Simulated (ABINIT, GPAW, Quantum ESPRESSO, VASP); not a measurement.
Code comparison for AgAu3 (Pm-3m, 4 atoms in the cell)

Self-consistent single point.

```yaml
crystal:
  lattice:
    - [4.12163, 0.00000, 0.00000]
    - [0.00000, 4.12163, 0.00000]
    - [0.00000, 0.00000, 4.12163]
  atoms:
    - { symbol: Ag, position: [0.50000, 0.50000, 0.50000] }
    - { symbol: Au, position: [0.50000, 0.00000, 0.00000] }
    - { symbol: Au, position: [0.00000, 0.50000, 0.00000] }
    - { symbol: Au, position: [0.00000, 0.00000, 0.50000] }
```

All programs got the same cell, k-point mesh and kind of occupations (in GPAW's words: kpts = 6 6 6; mesh shift (steps) = 0 0 0; occupations.name = fermi-dirac; occupations.width = 0.1 eV); potentials, basis and cutoffs are each program's usual ones.

| code | model | pressure (GPa) | cutoff |
|---|---|---|---|
| GPAW | LDA (Perdew-Wang 92), GPAW PAW datasets LDA (gpaw-data 1.0.1) | -7.79 | 600 eV |
| VASP | LDA (PZ), VASP's LDA PAW potentials (set 64) | -9.96 | 300 eV |
| Quantum ESPRESSO | LDA (PZ), GBRV 1.5 ultrasoft (LDA) pseudopotentials | -10.38 | 40 Ry |
| ABINIT | LDA (PW92), norm-conserving pseudopotentials (PseudoDojo nc-sr-04 LDA standard) | -9.98 | 1170 eV |

The spread over the programs that give each value: pressure within 2.59 GPa.

The starting cell comes from a database of computed structures (which also holds hypothetical and non-ambient phases and stackings), without a prior relaxation at this level. On GPAW's run: Spin-orbit coupling is off. In the base run, with a pressure of about -8 GPa the cell is away from its equilibrium volume at this level.

Q: Why do the programs differ, and what cannot be compared?

A: Differences of this kind can come from the potentials, where these differ, and from what each basis and cutoff leave unconverged. The valence holds different numbers of electrons (GPAW 50, VASP 44, Quantum ESPRESSO 52, ABINIT 76). The zero of total energies and Fermi levels follows the potentials and each program's conventions, so they are not compared here. The same LDA comes in different parametrisations, which differ slightly. In the pressure, GPAW (by 2.17) lies more than 1 GPa from the median of the plane-wave programs.

VASP's run is marked for a possible Pulay error in its stress at this cutoff; no cutoff test was made.

Left out of this page: Ansatz, CP2K, Elk, FLEUR and SIESTA (not drawn, or without a comparable value).

Keys are those of Ansatz 0.2.
